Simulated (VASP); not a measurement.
Level of theory: PBE GGA, VASP's PBE PAW potentials (set 64) (plane waves; VASP).

VASP input:

### POSCAR
```
MgB2
1
    1.4989860000    -2.6475740000     0.0000000000
    1.4989860000     2.6475740000     0.0000000000
    0.0000000000     0.0000000000     3.6252630000
Mg B
1 2
Direct
  0.0000000000   0.0000000000   0.0000000000
  0.3333330000   0.6666670000   0.5000000000
  0.6990050000   0.3656710000   0.5000000000
```

INCAR:
```
SYSTEM = MgB2
PREC = Accurate
ENCUT = 520
EDIFF = 1E-6
NELM = 100
ALGO = Normal
LREAL = .FALSE.
LASPH = .TRUE.
ISMEAR = 1
SIGMA = 0.1
GGA = PE
LWAVE = .FALSE.
LCHARG = .FALSE.
ISIF = 2
NBANDS = 6
```

**KPOINTS**
```
Automatic mesh
0
Gamma
11 11 8
0 0 0
```

POTCAR, in this order: Mg B (PBE.64 set). Program: vasp_std.

The resulting files:

### OSZICAR
```
       N       E                     dE             d eps       ncg     rms          rms(c)
DAV:   1     0.128002944828E+02    0.12800E+02   -0.38656E+03  3882   0.112E+03
DAV:   2    -0.165960162296E+02   -0.29396E+02   -0.28144E+02  5190   0.148E+02
DAV:   3    -0.172035828245E+02   -0.60757E+00   -0.58840E+00  4866   0.263E+01
DAV:   4    -0.172064555160E+02   -0.28727E-02   -0.28550E-02  5628   0.143E+00
DAV:   5    -0.172064591170E+02   -0.36009E-05   -0.36010E-05  4926   0.355E-02    0.565E+00
DAV:   6    -0.155084457231E+02    0.16980E+01   -0.31050E+00  4074   0.128E+01    0.261E+00
DAV:   7    -0.152350587767E+02    0.27339E+00   -0.12771E+00  4530   0.804E+00    0.819E-01
DAV:   8    -0.152337481382E+02    0.13106E-02   -0.43650E-02  4104   0.208E+00    0.246E-01
DAV:   9    -0.152311166656E+02    0.26315E-02   -0.12182E-02  4434   0.794E-01    0.462E-02
DAV:  10    -0.152310970375E+02    0.19628E-04   -0.20164E-04  4722   0.169E-01    0.184E-02
DAV:  11    -0.152310985895E+02   -0.15520E-05   -0.21441E-05  4704   0.424E-02    0.572E-03
DAV:  12    -0.152310975100E+02    0.10795E-05   -0.82760E-06  4668   0.225E-02    0.112E-03
DAV:  13    -0.152310974819E+02    0.28081E-07   -0.38591E-07  2466   0.572E-03
   1 F= -.15231097E+02 E0= -.15230957E+02  d E =-.420671E-03
```

### OUTCAR
```
------------------------ aborting loop because EDIFF is reached ----------------------------------------
  FORCE on cell =-STRESS in cart. coord.  units (eV):
  Direction    XX          YY          ZZ          XY          YZ          ZX
  --------------------------------------------------------------------------------------
  Total        2.4457132      0.6599653     -1.3421032     -0.5075773      0.0000000      0.0000000
  in kB      136.1761044     36.7465453    -74.7276471    -28.2616550      0.0000000      0.0000000
  external PRESSURE =      32.7316675 kB  Pullay stress =       0.0000000 kB
  volume of cell :       28.77
      direct lattice vectors                 reciprocal lattice vectors
     1.498986000 -2.647574000  0.000000000     0.333558819 -0.188852134  0.000000000
     1.498986000  2.647574000  0.000000000     0.333558819  0.188852134  0.000000000
     0.000000000  0.000000000  3.625263000     0.000000000  0.000000000  0.275842056
 POSITION                                       TOTAL-FORCE (eV/Angst)
 -----------------------------------------------------------------------------------
      0.00000      0.00000      0.00000         0.205816      0.015836      0.000000
      1.49899      0.88253      1.81263         0.828748     -0.361783      0.000000
      1.59593     -0.88253      1.81263        -1.034564      0.345948      0.000000
 -----------------------------------------------------------------------------------
    total drift:                                0.000007     -0.000002      0.000000
  FREE ENERGIE OF THE ION-ELECTRON SYSTEM (eV)
  ---------------------------------------------------
  free  energy   TOTEN  =       -15.2310974819 eV

  energy  without entropy=      -15.2306768104  energy(sigma->0) =      -15.23095726
```
(Selected blocks of OUTCAR.)

The compound is MgB2 in the AlB2 type structure. The cell was not relaxed at this level, atoms are displaced from their ideal sites. The run is one of a series of settings (NBANDS = 6 against the base run), some of them coarse on purpose.
